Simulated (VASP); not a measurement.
Given:

```
CELL_PARAMETERS angstrom
      2.10266    -3.64192     0.00000
      2.10266     3.64192     0.00000
      0.00000     0.00000     6.82997
ATOMIC_POSITIONS crystal
  Cd 0.66667 0.33333 0.50000
  Cd 0.33333 0.66667 0.00000
  S  0.66667 0.33333 0.87700
  S  0.33333 0.66667 0.37700
```

Calculation: PW91 GGA, VASP's PBE PAW potentials (set 64) (plane waves; VASP). Settings: 520 eV cut-off, 7×7×4 Γ-centred mesh, tetrahedra with Blöchl corrections, potentials Cd S.

Problem. Predict the energy per atom (σ→0).

Solution. 
```yaml
energy per atom (σ→0): -3.098 eV/atom
```

Total energies compare only between runs with the same potentials, cut-off and functional.

The compound is CdS in the wurtzite structure. It was relaxed first.
